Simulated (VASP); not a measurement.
An input for Quantum ESPRESSO's pw.x (written as the equivalent of a VASP run, and not itself run):

```
&CONTROL
  calculation = 'vc-relax'
  pseudo_dir = './pseudo'
  outdir = './out'
  tprnfor = .true.
  tstress = .true.
  nstep = 30
  forc_conv_thr = 0.00039
/
&SYSTEM
  ibrav = 0
  nat = 3
  ntyp = 2
  ecutwfc = 84
  occupations = 'smearing'
  smearing = 'gaussian'
  degauss = 0.003675
  input_dft = 'rpbe'
/
&ELECTRONS
  conv_thr = 7.3e-09
  electron_maxstep = 100
/
&IONS
/
&CELL
  cell_dofree = 'shape'
/
ATOMIC_SPECIES
  Pt 195.084 Pt.upf
  S 32.060 S.upf
CELL_PARAMETERS angstrom
     1.7799880   -3.0830298    0.0000000
     1.7799880    3.0830298    0.0000000
     0.0000000    0.0000000    7.0474844
ATOMIC_POSITIONS crystal
  Pt   0.0000000  0.0000000  0.0000000
  S    0.3333330  0.6666670  0.1724656
  S    0.6666670  0.3333330  0.8275344
K_POINTS automatic
  7 7 3 0 0 0
```

Task: Translate this input to VASP (INCAR, KPOINTS, POSCAR, choice of POTCAR).

Result: This is not unique; one that fits is 
### POSCAR
```
PtS2
1
    1.7799880386    -3.0830297923     0.0000000000
    1.7799880386     3.0830297923     0.0000000000
    0.0000000000     0.0000000000     7.0474843712
Pt S
1 2
Direct
  0.0000000000   0.0000000000   0.0000000000
  0.3333330000   0.6666670000   0.1724655622
  0.6666670000   0.3333330000   0.8275344378
```

**INCAR**
```
! general
SYSTEM  = PtS2
PREC    = Accurate
ENCUT   = 520   ! plane-wave cut-off (eV)
LREAL   = .FALSE.   ! projection in real space or not
LASPH   = .TRUE.

! electronic loop
EDIFF   = 1E-7   ! SCF stop (eV)
NELM    = 100   ! most electronic steps
ALGO    = Normal   ! blocked Davidson
LMAXMIX = 6   ! l cut-off of mixed one-centre charges

! smearing
ISMEAR  = 0
SIGMA   = 0.05   ! width (eV)

! functional
GGA     = RP

! ions
IBRION  = 2
NSW     = 30
ISIF    = 4   ! ions and shape, fixed volume
EDIFFG  = -0.01   ! ionic stop

! output
LWAVE   = .FALSE.
LCHARG  = .FALSE.
```

File KPOINTS:
```
Automatic mesh
0
Gamma
7 7 3
0 0 0
```

POTCAR, in this order: Pt S (PBE.64 set). Program: vasp_std.

The two are equivalent in intent, not identical: the potentials are each code's own (VASP's PAW set, PseudoDojo norm-conserving files in pw.x), so ENCUT and ecutwfc are chosen apart and not converted; conv_thr bounds pw.x's estimated SCF error, while EDIFF bounds the energy change between steps; forc_conv_thr acts on force components and is met together with etot_conv_thr.

The compound is PtS2 in the 1T layered structure. This cell is one point of a volume scan, at 0.97 of the reference volume. Symmetry was kept, so distortions that lower it aren't found.
